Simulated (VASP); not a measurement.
An input for Quantum ESPRESSO's pw.x (written as the equivalent of a VASP run, and not itself run):

```
&CONTROL
  calculation = 'scf'
  pseudo_dir = './pseudo'
  outdir = './out'
  tprnfor = .true.
  tstress = .true.
/
&SYSTEM
  ibrav = 0
  nat = 3
  ntyp = 2
  ecutwfc = 110
  occupations = 'smearing'
  smearing = 'fermi-dirac'
  degauss = 0.00735
  input_dft = 'pbesol'
/
&ELECTRONS
  conv_thr = 7.3e-08
  electron_maxstep = 100
/
ATOMIC_SPECIES
  La 138.905 La.upf
  Ga 69.723 Ga.upf
CELL_PARAMETERS angstrom
     4.2934500    0.0000000    0.0000000
    -2.1467250    3.7182370    0.0000000
     0.0000000    0.0000000    4.4905900
ATOMIC_POSITIONS crystal
  La   0.0002470  0.0014110  0.0019930
  Ga   0.3382660  0.6684210  0.4947470
  Ga   0.6614860  0.3301680  0.5032600
K_POINTS automatic
  6 6 5 0 0 0
```

**Question.** Translate this input to VASP (INCAR, KPOINTS, POSCAR, choice of POTCAR).

**Answer.** One answer among several that fit: 
File POSCAR:
```
LaGa2
1
    4.2934500000     0.0000000000     0.0000000000
   -2.1467250000     3.7182370000     0.0000000000
    0.0000000000     0.0000000000     4.4905900000
La Ga
1 2
Direct
  0.0002470000   0.0014110000   0.0019930000
  0.3382660000   0.6684210000   0.4947470000
  0.6614860000   0.3301680000   0.5032600000
```

### KPOINTS
```
Regular mesh
0
gamma
  6 6 5
0 0 0
```

INCAR:
```
SYSTEM = LaGa2
PREC = Accurate
ENCUT = 300
EDIFF = 1E-6
NELM = 100
ALGO = Normal
LREAL = .FALSE.
LASPH = .TRUE.
ISMEAR = -1
SIGMA = 0.1
GGA = PS
LMAXMIX = 6
LWAVE = .FALSE.
LCHARG = .FALSE.
ISIF = 2
```

POTCAR, in this order: La Ga_d (PBE.64 set). Program: vasp_std.

Limits of the translation: the potentials are each code's own (VASP's PAW set, PseudoDojo norm-conserving files in pw.x), so ENCUT and ecutwfc are chosen apart and not converted; conv_thr bounds pw.x's estimated SCF error, while EDIFF bounds the energy change between steps.

The structure comes from a computed database's LaGa2 entry; how it stands against other phases isn't given here. The cell was not relaxed at this level, atoms are displaced from their ideal sites.
